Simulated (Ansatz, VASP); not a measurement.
# Cross-check of CaMgSi2B8O18 between VASP and Ansatz

Aim: how closely do two programs agree when they are given the same cell, functional and k mesh? The structure shown is frame 133 of Ansatz's trajectory.

Main program and level: Ansatz 0.2.0; plane waves, with VASP 6.6.1 beside it; single point at PBE.

### Step 1. The starting structure

The cell holds 60 atoms: 4 Si, 16 B, 2 Mg, 2 Ca and 36 O. Cell: a = 8.841 Å, b = 8.841 Å, c = 8.841 Å, α = 90.0°, β = 90.0°, γ = 90.0°. As first built, before any earlier steps moved the atoms (in the runner's words): 60 atoms (4 Si, 16 B, 2 Mg, 2 Ca, 36 O) placed at random at 2.19 g/cm^3, melted at 3000 K for 20 ps at fixed volume with the Buckingham and Coulomb pair potential of Guillot and Sator (Geochim. Cosmochim. Acta 71, 1249 (2007)) with the boron terms of Wang et al. (J. Non-Cryst. Solids 498, 294 (2018)). Quenched from 3000 K to 300 K at 10 K/ps and fixed volume, held 10 ps at zero pressure, then minimised at fixed cell.

### Step 2. Ansatz: dynamics, PBE

Ansatz runs on its default PAW (the set named soft_2) files.

One frame of this run of dynamics is then solved in both programs, so the motion causes no difference.

File input.yaml:

```yaml
crystal:
  lattice:
    - [8.84108, 0.0, 0.0]
    - [0.0, 8.84108, 0.0]
    - [0.0, 0.0, 8.84108]
  atoms:
    - { symbol: Si, position: [0.27569, 0.41376, 0.07712] }
    - { symbol: Si, position: [0.88252, 0.96674, 0.60343] }
    - { symbol: Si, position: [0.74444, 0.75293, 0.30162] }
    - { symbol: Si, position: [0.28049, 0.94698, 0.90536] }
    - { symbol: B, position: [0.51987, 0.31212, 0.90603] }
    - { symbol: B, position: [0.52307, 0.73856, 0.86879] }
    - { symbol: B, position: [0.64826, 0.44361, 0.67081] }
    - { symbol: B, position: [0.08735, 0.6728, 0.96318] }
    - { symbol: B, position: [0.14676, 0.13478, 0.10184] }
    - { symbol: B, position: [0.03684, 0.19236, 0.80275] }
    - { symbol: B, position: [0.92819, 0.65533, 0.5506] }
    - { symbol: B, position: [0.13605, 0.4435, 0.64746] }
    - { symbol: B, position: [0.58433, 0.9588, 0.50969] }
    - { symbol: B, position: [0.30222, 0.06641, 0.59229] }
    - { symbol: B, position: [0.00752, 0.91763, 0.29061] }
    - { symbol: B, position: [0.37353, 0.61845, 0.61107] }
    - { symbol: B, position: [0.80186, 0.64662, 0.83798] }
    - { symbol: B, position: [0.48028, 0.61884, 0.15378] }
    - { symbol: B, position: [0.28484, 0.75798, 0.34199] }
    - { symbol: B, position: [0.65261, 0.18199, 0.15033] }
    - { symbol: Mg, position: [0.70828, 0.45138, 0.34062] }
    - { symbol: Mg, position: [0.47395, 0.93146, 0.13443] }
    - { symbol: Ca, position: [0.40157, 0.31973, 0.41223] }
    - { symbol: Ca, position: [0.87923, 0.94449, 0.97362] }
    - { symbol: O, position: [0.18871, 0.27886, 0.16729] }
    - { symbol: O, position: [0.82933, 0.64391, 0.42826] }
    - { symbol: O, position: [0.45265, 0.88123, 0.90803] }
    - { symbol: O, position: [0.16769, 0.55346, 0.02599] }
    - { symbol: O, position: [0.07043, 0.16064, 0.95373] }
    - { symbol: O, position: [0.28625, 0.04726, 0.06288] }
    - { symbol: O, position: [0.04858, 0.03948, 0.19027] }
    - { symbol: O, position: [0.36781, 0.3348, 0.93794] }
    - { symbol: O, position: [0.57984, 0.33498, 0.76259] }
    - { symbol: O, position: [0.93695, 0.97255, 0.42902] }
    - { symbol: O, position: [0.9191, 0.78573, 0.64075] }
    - { symbol: O, position: [0.48557, 0.63013, 0.98993] }
    - { symbol: O, position: [0.89149, 0.8195, 0.21323] }
    - { symbol: O, position: [0.61561, 0.27262, 0.0257] }
    - { symbol: O, position: [0.67061, 0.02886, 0.12297] }
    - { symbol: O, position: [0.76371, 0.53143, 0.73559] }
    - { symbol: O, position: [0.26314, 0.02407, 0.73935] }
    - { symbol: O, position: [0.15508, 0.81229, 0.93111] }
    - { symbol: O, position: [0.28893, 0.48606, 0.63866] }
    - { symbol: O, position: [0.64297, 0.24203, 0.29451] }
    - { symbol: O, position: [0.59071, 0.47135, 0.52797] }
    - { symbol: O, position: [0.07781, 0.33083, 0.74043] }
    - { symbol: O, position: [0.69948, 0.99167, 0.6115] }
    - { symbol: O, position: [0.40538, 0.47843, 0.19619] }
    - { symbol: O, position: [0.6339, 0.6324, 0.21349] }
    - { symbol: O, position: [0.46329, 0.68318, 0.72362] }
    - { symbol: O, position: [0.62721, 0.86671, 0.38869] }
    - { symbol: O, position: [0.335, 0.6992, 0.48012] }
    - { symbol: O, position: [0.03667, 0.54466, 0.57621] }
    - { symbol: O, position: [0.68979, 0.75434, 0.86628] }
    - { symbol: O, position: [0.21592, 0.16875, 0.51282] }
    - { symbol: O, position: [0.14226, 0.82312, 0.32708] }
    - { symbol: O, position: [0.93676, 0.65192, 0.91919] }
    - { symbol: O, position: [0.43833, 0.01545, 0.52774] }
    - { symbol: O, position: [0.95282, 0.08165, 0.72758] }
    - { symbol: O, position: [0.38367, 0.74501, 0.21787] }
kpoints:
  mp_grid: { grid: [1, 1, 1] }
hamiltonian:
  xc: pbe
scf:
  occupations: { method: fixed }
output:
  forces: true
md:
  timestep: 1.0
  n_steps: 400
  ensemble: nvt_nose_hoover
  temperature: 300
  initial_velocities: maxwell_boltzmann
  seed: 3863
```

Run with:

```
$ ansatz run input.yaml --threads 4 --pin off --max-ram 8192MiB --backend cpu --events-out ev --progress --plain --runs-dir out
```

Numbers of over 12 decimals in the logs are rounded to 6 here.

Output:

```text
Warning: md: disabling space-group detection — thermal motion breaks the input geometry's symmetry, so no spatial operation reduces the k-mesh or symmetrises the density; time reversal is kept, so that k and −k are solved as one point where they differ and the mesh holds both, and exact exchange and, on two spinor components, a DFT+U term hold to it where the run has them: on two components no moment then forms, and  [...]
Engine: ansatz 0.2.0, x86_64-unknown-linux-gnu
Pseudopotentials: kind: paw
Pseudopotential: Si, paw, valence charge 4, recommended cutoff 420 eV (normal), Si.paw.azcp
Pseudopotential: B, paw, valence charge 3, recommended cutoff 420 eV (normal), B.paw.azcp
Pseudopotential: Mg, paw, valence charge 10, recommended cutoff 420 eV (normal), Mg.paw.azcp
Pseudopotential: Ca, paw, valence charge 10, recommended cutoff 420 eV (normal), Ca.paw.azcp
Pseudopotential: O, paw, valence charge 6, recommended cutoff 420 eV (normal), O.paw.azcp
Functional definition: PBE
  parameter kappa = 0.804
  parameter beta = 0.066725
  exchange = pbe_x(kappa = kappa, mu = beta*pi^2/3)
  correlation = pbe_c(beta = beta)
Crystal: 60 atoms, lattice volume = 691.060 Å³
Basis set: ecut = 420 eV, 13517 PW (Γ), exchange–correlation on 120×120×120 points (8 copies of the dense FFT grid, shifted against one another)
Bands: 220, of which v1, the nominal top of the filled ones, is band 160 counted from 1 (159 counted from 0)
Symmetry: 1 space group operations
k-points: 1
Non-local potential: Si, projectors of the file, l = 0: 2, l = 1: 2, l = 2: 2
Non-local potential: B, projectors of the file, l = 0: 2, l = 1: 2, l = 2: 1
Non-local potential: Mg, projectors of the file, l = 0: 3, l = 1: 2, l = 2: 1
Non-local potential: Ca, projectors of the file, l = 0: 3, l = 1: 2, l = 2: 2
Non-local potential: O, projectors of the file, l = 0: 2, l = 1: 2, l = 2: 1
PAW form: soft (Blöchl's): semilocal exchange-correlation on the pseudo side does not see the compensation charge
PAW one-centre angular grid: Si, 110 points (default); XC on 64 Gauss nodes
PAW one-centre angular grid: B, 110 points (default); XC on 64 Gauss nodes
PAW one-centre angular grid: Mg, 110 points (default); XC on 64 Gauss nodes
PAW one-centre angular grid: Ca, 110 points (default); XC on 64 Gauss nodes
PAW one-centre angular grid: O, 110 points (default); XC on 64 Gauss nodes
Initial density: superposition of atomic densities (neutral atoms: chi_scale 0, normalization atom), corrected by the library's trained network
Initial wavefunctions: pseudopotential atomic-orbital guess
Functional: x = pbe(κ = 0.804, μ = 0.219515), c = pbe(β = 0.066725)
SCF iter   1: F=—  HF=-33001.056856 eV  |F-HF|=—  |Δ(HF+E_count)|=         —  Δρ=3.81e-3  dr2=1.05e-1  ethr=1.77e-3  ⟨swp⟩=6.0  Hψ=726  notcnv=0  defer=56
preconditioner: auto → Resta (q_TF=auto, 2.400 Å⁻¹)  ε∞=3.1  [insulator: Δε(μ)=3.853 eV  Ē_g=16.784 eV  n_scr=170 (ndim 8)  ℏωp=24.5 eV  f_vac=0.155  ε∞_Penn≈3.1]
SCF iter   2: F=—  HF=-33001.053732 eV  |F-HF|=—  |Δ(HF+E_count)|=   3.12e-3  Δρ=2.00e-3  dr2=2.06e-2  ethr=3.27e-5  ⟨swp⟩=3.0  Hψ=343  notcnv=0  defer=58
SCF iter   3: F=—  HF=-33001.054462 eV  |F-HF|=—  |Δ(HF+E_count)|=   7.30e-4  Δρ=8.76e-4  dr2=6.33e-3  ethr=6.42e-6  ⟨swp⟩=3.0  Hψ=279  notcnv=0  defer=44
automatic band count: iteration 3 solves 206 bands in place of 220: the levels show a gap, and the empty bands left out lie too high to hold charge; the band table lists the bands solved (type scf.n_extra_bands for more)
SCF iter   4: F=—  HF=-33001.054703 eV  |F-HF|=—  |Δ(HF+E_count)|=   2.42e-4  Δρ=3.20e-4  dr2=7.05e-4  ethr=1.98e-6  ⟨swp⟩=3.0  Hψ=279  notcnv=0  defer=44
SCF iter   5: F=—  HF=-33001.054632 eV  |F-HF|=—  |Δ(HF+E_count)|=   7.09e-5  Δρ=1.30e-4  dr2=1.20e-4  ethr=2.20e-7  ⟨swp⟩=3.0  Hψ=298  notcnv=0  defer=44
SCF iter   6: F=—  HF=-33001.054627 eV  |F-HF|=—  |Δ(HF+E_count)|=   4.95e-6  Δρ=5.17e-5  dr2=1.91e-5  ethr=3.76e-8  ⟨swp⟩=2.0  Hψ=276  notcnv=0  defer=44
SCF iter   7: F=—  HF=-33001.054610 eV  |F-HF|=—  |Δ(HF+E_count)|=   1.74e-5  Δρ=1.78e-5  dr2=2.49e-6  ethr=5.97e-9  ⟨swp⟩=2.0  Hψ=360  notcnv=0  defer=44
SCF iter   8: F=—  HF=-33001.054611 eV  |F-HF|=—  |Δ(HF+E_count)|=   1.09e-6  Δρ=1.38e-5  dr2=1.12e-6  ethr=7.77e-10  ⟨swp⟩=2.0  Hψ=301  notcnv=0  defer=44
SCF iter   9: F=-33001.054611 eV  HF=-33001.054611 eV  |F-HF|=1.09e-8  |Δ(HF+E_count)|=   9.77e-8  Δρ=2.35e-6  dr2=4.91e-8  ethr=1.87e-11  ⟨swp⟩=3.0  Hψ=816  notcnv=0
SCF 1 converged in 9 iterations: F = -33001.054611 eV  dr2 = 4.91e-8
[...]
md step   391: t =   391.00 fs  T =   319.4 K  F+E_penalty+E_count = -33002.34497616 eV  E_kin = 2.436047 eV  conserved = -32998.76993574 eV  (4 SCF iters)
[... from here on, the SCF cycles and remarks between the steps are left out ...]
md step   392: t =   392.00 fs  T =   316.1 K  F+E_penalty+E_count = -33002.32143244 eV  E_kin = 2.410479 eV  conserved = -32998.76976336 eV  (4 SCF iters)
md step   393: t =   393.00 fs  T =   313.7 K  F+E_penalty+E_count = -33002.30531250 eV  E_kin = 2.392155 eV  conserved = -32998.76974465 eV  (4 SCF iters)
md step   394: t =   394.00 fs  T =   312.3 K  F+E_penalty+E_count = -33002.29710922 eV  E_kin = 2.381620 eV  conserved = -32998.76982404 eV  (3 SCF iters)
md step   395: t =   395.00 fs  T =   311.8 K  F+E_penalty+E_count = -33002.29567750 eV  E_kin = 2.377773 eV  conserved = -32998.76995475 eV  (3 SCF iters)
md step   396: t =   396.00 fs  T =   311.9 K  F+E_penalty+E_count = -33002.29893895 eV  E_kin = 2.378541 eV  conserved = -32998.77012488 eV  (3 SCF iters)
md step   397: t =   397.00 fs  T =   312.2 K  F+E_penalty+E_count = -33002.30413909 eV  E_kin = 2.381159 eV  conserved = -32998.77034175 eV  (4 SCF iters)
md step   398: t =   398.00 fs  T =   312.4 K  F+E_penalty+E_count = -33002.30784889 eV  E_kin = 2.382207 eV  conserved = -32998.77059502 eV  (4 SCF iters)
md step   399: t =   399.00 fs  T =   311.8 K  F+E_penalty+E_count = -33002.30622030 eV  E_kin = 2.377894 eV  conserved = -32998.77083134 eV  (3 SCF iters)
md step   400: t =   400.00 fs  T =   310.1 K  F+E_penalty+E_count = -33002.29584105 eV  E_kin = 2.364903 eV  conserved = -32998.77096113 eV  (8 SCF iters)
SCF converged after 8 iterations
Free energy (F): -33002.295841 eV
Harris-Foulkes:  -33002.295841 eV  (|F-HF|=4.10e-9)
Internal energy: -33002.295841 eV  (E = F + TS)
E sigma→0 (E₀):  -33002.295841 eV
Fermi energy:    3.531149 eV
--- Per-component energies (eV) ---
  E_band       = -2322.071426
  E_kinetic    = 8051.118905
  E_local      = -24410.820747  (includes V_loc(G=0)·N_el)
  E_nonlocal   = 2334.812757
  E_hartree    = 8930.022704
  E_xc         = -3718.166309
  E_vxc        = -4596.200401  (∫ρ·V_xc dr)
  E_paw        = -11334.293823  (= ΣΔE_a)
  E_vpaw       = -1561.120673  (= ΣTr[D̂ρ^β])
  E_aug_tail   = 0.091914  (compensation charges beyond the density's cutoff)
  E_ewald      = -12855.061242
  E_smearing   = -0.000000  (= −TS)
  E_closure    = -0.000000  (closes the sum)
  Σ components = -33002.295841   (vs F -33002.295841, Δ=0.00e0)
--- Forces (eV/Å), atoms counted from 1 ---
  atom   1  Si     0.67596935    -0.42402364    -1.86508740
  atom   2  Si    -0.40618875    -0.56046894     1.86021539
  atom   3  Si     0.36282914    -0.48797604     0.08676381
  atom   4  Si    -0.17688375    -0.77085378    -2.37193378
  atom   5  B     -0.27539893     0.20708560    -0.17481018
  atom   6  B      1.08033554     0.64706459    -0.59974006
  atom   7  B     -0.66599448     0.99707271    -0.15578099
  atom   8  B      0.66811839     0.31978434    -0.23086831
  atom   9  B      0.31968625     0.17125803     1.17285799
  atom  10  B     -1.02900185     1.78753131    -0.51904463
  atom  11  B     -0.25004544     0.30381671    -0.05251954
  atom  12  B      1.35989128    -0.32373603     0.80215110
  atom  13  B     -0.44854326     0.80142262     0.26840125
  atom  14  B     -1.00356272    -0.64420013     0.14256893
  atom  15  B      0.55367187    -0.23408728    -0.98002331
  atom  16  B      0.32005668     1.01882637    -0.05297875
  atom  17  B     -2.36656031    -0.71458545    -0.17606653
  atom  18  B      0.18419376    -0.60767176    -0.98759578
  atom  19  B     -0.06747687    -0.56288778     2.46938226
  atom  20  B     -2.01310403     0.22559746    -0.13122698
  atom  21  Mg     0.84796032     0.76543256    -0.89215693
  atom  22  Mg     1.14675212     0.45536526     0.24452821
  atom  23  Ca    -0.00374418    -0.66497557     0.20941754
  atom  24  Ca    -0.46448822    -0.00616478     0.26280934
[...]
atom  53  O      0.45162189    -0.38936303    -0.01153330
  atom  54  O      0.67741869     0.68820066    -0.18279313
  atom  55  O     -0.20763916     0.66072283     0.17195385
  atom  56  O     -1.21026352     0.18435422     0.04270879
  atom  57  O      1.84616012     0.78678443     0.96737089
  atom  58  O      2.06484706    -0.65090829    -0.08356874
  atom  59  O     -0.05839849    -0.96390067    -0.90863677
  atom  60  O      1.31640706    -0.86457225    -1.16324885
  max |Σ_I F_I| component: 5.07e-5 eV/Å
--- MD trajectory: 400 steps, t = 0.0 → 400.0 fs ---
  final state: T = 310.1 K   F+E_penalty+E_count = -33002.29584105 eV   E_kin = 2.364903 eV
  conserved energy: peak-to-peak 7.075e-3 eV (1.179e-4 eV/atom) over 400.0 fs
```

In the SCF lines HF is the Harris–Foulkes energy and dr2 the Hartree energy of the density residual, in eV; the loop may stop once dr2 is under the threshold and the program's other checks hold. Hψ counts applications of the Hamiltonian.

(Part 1 of 2 ends here.)

[Lines on the potential files, build, host, timing and source positions are cut from VASP's logs without a mark.]

[Logs are printed without paths, hosts, clocks, repeated set-up lines and the standing remarks that a program may print on its own settings, such as how far it seeks lower states.]

[Hosts, paths, dates, database ids (printed as entryN), source tags and the programs' standing remarks are cut or masked in the printed files.]
